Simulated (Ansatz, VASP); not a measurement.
# RbSnN in VASP and in Ansatz

INCAR

```
SYSTEM = RbSnN
PREC = Accurate
ENCUT = 520
EDIFF = 1E-7
ISMEAR = -1
SIGMA = 0.05
LREAL = .False.
LASPH = .True.
NELM = 60
ALGO = Normal
ISIF = 2
LWAVE = .False.
LCHARG = .False.
GGA = PE
NBANDS = 37
```

The input KPOINTS:

```
regular mesh
0
Gamma
  9 9 2
  0 0 0
```

Contents of POSCAR:

```
RbSnN
1.0
    3.5112665765      0.0000000000      0.0000000000
   -1.7556332882      3.0408460547      0.0000000000
    0.0000000000      0.0000000000     12.7915030000
Sn Rb N
2 2 2
Direct
    0.0000000000      0.0000000000      0.0067730000
    0.0000000000      0.0000000000      0.5067730000
    0.3333333333      0.6666666667      0.2495550000
    0.6666666667      0.3333333333      0.7495550000
    0.6666666667      0.3333333333      0.0883120000
    0.3333333333      0.6666666667      0.5883120000
```

input.yaml

```yaml
crystal:
  lattice:
    - [3.5112665765, 0.0, 0.0]
    - [-1.7556332882, 3.0408460547, 0.0]
    - [0.0, 0.0, 12.791503]
  atoms:
    - { symbol: Sn, position: [0.0, 0.0, 0.006773] }
    - { symbol: Sn, position: [0.0, 0.0, 0.506773] }
    - { symbol: Rb, position: [0.3333333333, 0.6666666667, 0.249555] }
    - { symbol: Rb, position: [0.6666666667, 0.3333333333, 0.749555] }
    - { symbol: "N", position: [0.6666666667, 0.3333333333, 0.088312] }
    - { symbol: "N", position: [0.3333333333, 0.6666666667, 0.588312] }
hamiltonian:
  xc: pbe
  pseudopotentials: { kind: paw }
kpoints:
  mp_grid: { grid: [9, 9, 2] }
scf:
  occupations: { method: fermi_dirac, width: 0.05 }
output:
  forces: true
  stress: true
  eigenvalues: true
  write_density: true
  write_potential: true
  elf: true
  volumetric_format: npy
```

The cell comes from a database or a generator and needn't be the stable form of this composition.

Alike in both runs: task single point; functional PBE; k mesh 9 × 9 × 2; occupations fermi-dirac, width 0.05 eV; no spin polarisation.

|  | VASP | Ansatz |
| --- | --- | --- |
| version | VASP 6.6.1 | Ansatz 0.2.0 |
| potentials or method | VASP PAW PBE potentials, release 64 (Sn_d, Rb_sv, N) | Ansatz PAW |
| plane-wave cutoff (eV) | 520 | 420 |
| valence electrons in the cell | 56 | 56 |

|  | VASP | Ansatz | Ansatz less VASP |
| --- | --- | --- | --- |
| gap on the k mesh at the Fermi level (eV) | 0.82 | 0.83 | +0.009 |
| least direct gap on the mesh (eV) | 0.91 | 0.91 | +0.004 |
| pressure (GPa) | 0.0 | -0.1 | -0.11 |
| largest component of the traceless stress (GPa) | 0.02 | 0.07 | +0.045 |
| rms of the force components (eV/Å) | 0.003 | 0.014 | +0.0114 |

Atom by atom the forces differ by 0.014 eV/Å (rms over components).

Caveats: spin-orbit coupling is left out, which moves the levels of the heavy elements; an odd mesh through Γ misses points on the zone boundary, where band edges often lie (VASP); odd divisions of the mesh miss points on the zone boundary, where band edges often lie, so the gap on the mesh can be too wide (Ansatz). A hybrid or GW would open this gap; PBE tends to underestimate it.
